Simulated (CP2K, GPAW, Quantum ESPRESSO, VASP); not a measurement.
One calculation of KPt, 4 ways

```
Pt K
1.0
     3.00085    0.00000    0.00000
    -1.50042    2.59881    0.00000
     0.00000    0.00000    5.34558
Pt K
1 1
Direct
  0.67869 0.34565 0.00563
  0.97504 0.98655 0.50389
```

The cell comes from a database or a generator and needn't be the stable form of this composition.

Atoms were shifted at random by some hundredths of an Å from the given cell, which wasn't relaxed again for these runs.

Alike in all runs: task single point; functional PBE; k mesh 10 × 10 × 5; occupations fermi-dirac, width 0.05 eV; no spin polarisation; no spin-orbit coupling. Pressure is positive in compression and, in plane waves, holds the error of the finite cutoff.

| program and potentials | plane-wave cutoff (eV) | notes | pressure (GPa) | largest force (eV/Å) | energy over the undisturbed cell (meV/atom) |
| --- | --- | --- | --- | --- | --- |
| CP2K, POTENTIAL_UZH Pt GTH-PBE-q18, K GTH-PBE-q9; TZVP-MOLOPT-PBE-GTH basis | - | atomic basis; 13.5 valence electrons an atom on average | 0.24 | 0.053 | 1.05 |
| VASP, PBE PAW files K_sv, Pt, 520 eV | 520 | 9.5 valence electrons an atom on average | 0.52 | 0.053 | - |
| GPAW, GPAW PAW data sets (gpaw-data 1.2.1) | 600 | 12.5 valence electrons an atom on average | ? | ? | ? |
| Quantum ESPRESSO, SSSP 1.3 efficiency PBE | 816 | 12.5 valence electrons an atom on average | 0.10 | 0.052 | 1.03 |

Estimate from the other rows what the run with GPAW, GPAW PAW data sets (gpaw-data 1.2.1) gave.

Pressure 0.51 GPa; largest force 0.052 eV/Å; energy over the undisturbed cell 1.03 meV/atom. The other rows, which needn't bracket it: pressure 0.10 to 0.52; largest force 0.052 to 0.053; energy over the undisturbed cell 1.03 to 1.05.
